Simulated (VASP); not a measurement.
Consider the following.

```
CELL_PARAMETERS angstrom
      1.66675    -2.88689     0.00000
      1.66675     2.88689     0.00000
      0.00000     0.00000    13.17735
ATOMIC_POSITIONS crystal
  Mo 0.33333 0.66667 0.25000
  Mo 0.66667 0.33333 0.75000
  Se 0.33333 0.66667 0.87731
  Se 0.66667 0.33333 0.37731
  Se 0.66667 0.33333 0.12269
  Se 0.33333 0.66667 0.62269
```

All values below come from optB88-vdW, VASP's PBE PAW potentials (set 64) (plane waves; VASP 6.6.1). Numerical set-up: 520 eV cut-off, 9×9×2 Γ-centred mesh, tetrahedra with Blöchl corrections, potentials Mo_sv Se.

The cores are frozen, which limits the accuracy of field gradients.

**Question.** Give the principal components of the electric field gradient (V/Å²) and the asymmetry η at each nucleus.

**Answer.** 
```
atom   Vxx   Vyy    Vzz     η
----  ----  ----  -----  ----
Mo1   37.0  37.0  -74.0  0.00
Mo2   37.0  37.0  -74.0  0.00
Se3   45.4  45.4  -90.7  0.00
Se4   45.4  45.4  -90.7  0.00
Se5   45.4  45.4  -90.7  0.00
Se6   45.4  45.4  -90.7  0.00
```

The compound is MoSe2 in the 2H layered structure. It was relaxed first.
